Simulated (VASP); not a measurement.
Input:

```
CELL_PARAMETERS angstrom
      0.00000     3.17997     3.17997
      3.17997     0.00000     3.17997
      3.17997     3.17997     0.00000
ATOMIC_POSITIONS crystal
  Mg 0.25000 0.25000 0.25000
  Mg 0.75000 0.75000 0.75000
  Si 0.00000 0.00000 0.00000
```

These are PBE GGA, VASP's PBE PAW potentials (set 64) (plane waves; VASP 6.6.1) values and carry that method's errors. Settings: 400 eV cut-off, 7×7×7 Γ-centred mesh, tetrahedra with Blöchl corrections, potentials Mg Si.

### Question
The job: Mg₂Si (antifluorite), 3 atoms, PBE, static run, 400 eV, 7×7×7 Γ-centred mesh. Roughly how much core time does it take on a busy server core?

### Answer
About 6 core-seconds (one run on a shared machine, a rough figure). It had 20 irreducible k-points, 8 bands, up to 1211 plane waves and 13 electronic steps.

The compound is Mg2Si in the antifluorite structure. It was relaxed first.
